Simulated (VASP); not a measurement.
An input for Quantum ESPRESSO's pw.x (written as the equivalent of a VASP run, and not itself run):

```
&CONTROL
  calculation = 'vc-relax'
  pseudo_dir = './pseudo'
  outdir = './out'
  tprnfor = .true.
  tstress = .true.
  nstep = 40
  forc_conv_thr = 0.00078
/
&SYSTEM
  ibrav = 0
  nat = 2
  ntyp = 1
  ecutwfc = 60.3
  occupations = 'smearing'
  smearing = 'methfessel-paxton'
  degauss = 0.00735
  input_dft = 'pbe'
/
&ELECTRONS
  conv_thr = 7.3e-08
  electron_maxstep = 100
/
&IONS
/
&CELL
  press = 100
/
ATOMIC_SPECIES
  Tl 204.380 Tl.upf
CELL_PARAMETERS angstrom
     1.6700180   -2.8925563    0.0000000
     1.6700180    2.8925563    0.0000000
    -0.0000000   -0.0000000    5.2551661
ATOMIC_POSITIONS crystal
  Tl   0.3333330  0.6666670  0.2500000
  Tl   0.6666670  0.3333330  0.7500000
K_POINTS automatic
  13 13 7 0 0 0
```

### Question
Write the VASP files for the same calculation (PBE).

### Answer
One answer among several that fit: 
INCAR:
```
SYSTEM=Tl
PREC=Accurate; ENCUT=500; LREAL=F
LASPH=T
EDIFF=1E-6; NELM=100; ALGO=Normal
LMAXMIX=4
ISMEAR=1; SIGMA=0.1
GGA=PE
IBRION=2; NSW=40; ISIF=3
EDIFFG=-0.02; PSTRESS=100
LWAVE=F; LCHARG=F
```

**KPOINTS**
```
Automatic mesh
0
G
 13 13 7
0 0 0
```

File POSCAR:
```
Tl
1
    1.6700180310    -2.8925562890     0.0000000000
    1.6700180310     2.8925562890     0.0000000000
   -0.0000000000    -0.0000000000     5.2551660774
Tl
2
Direct
  0.3333330000   0.6666670000   0.2500000000
  0.6666670000   0.3333330000   0.7500000000
```

POTCAR, in this order: Tl_d (PBE.64 set). Program: vasp_std.

The two are equivalent in intent, not identical: the potentials are each code's own (VASP's PAW set, PseudoDojo norm-conserving files in pw.x), so ENCUT and ecutwfc are chosen apart and not converted; conv_thr bounds pw.x's estimated SCF error, while EDIFF bounds the energy change between steps; forc_conv_thr acts on force components and is met together with etot_conv_thr.

The compound is Tl in the hcp structure. It was relaxed first under an external pressure of 10 GPa.
